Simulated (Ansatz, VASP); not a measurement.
## Ga2AsN in VASP and in Ansatz

```
Ga As N
1.0
     1.84672    1.06620    6.03136
    -1.84672    1.06620    6.03136
     0.00000   -2.13241    6.03136
Ga As N
2 1 1
Direct
  0.75000 0.75000 0.75000
  0.25000 0.25000 0.25000
  0.00000 0.00000 0.00000
  0.50000 0.50000 0.50000
```

Alike in both runs: task single point; functional PBE; k mesh 6 × 6 × 6; occupations gaussian, width 0.1 eV; no spin polarisation.

```csv
,VASP,Ansatz
version,VASP 6.6.1,Ansatz 0.2.0
potentials or method,"VASP PAW PBE potentials, release 64 (Ga_d, As, N)","scalar-relativistic, plane waves, PAW"
plane-wave cutoff (eV),520,420
valence electrons in the cell,36,46
```

Ansatz gave:

- gap on the k mesh at the Fermi level (eV): none
- pressure (GPa): -10.0
- largest component of the traceless stress (GPa): 0.40
- rms of the force components (eV/Å): 0.918

Q: What did VASP give for the same quantities?

A: gap on the k mesh at the Fermi level (eV): none; pressure (GPa): -9.9; largest component of the traceless stress (GPa): 0.40; rms of the force components (eV/Å): 0.924.

Atom by atom the forces differ by 0.006 eV/Å (rms over components). A gap of «none» marks a metal or a gap that the smearing closes. The functional is the same, so the differences come from potentials, cutoffs and numerics. The two sets of potentials don't hold the same shells in valence.

Caveats: forces of over 1 eV/Å show positions far from the minimum, so gaps and moduli don't describe the material at rest.
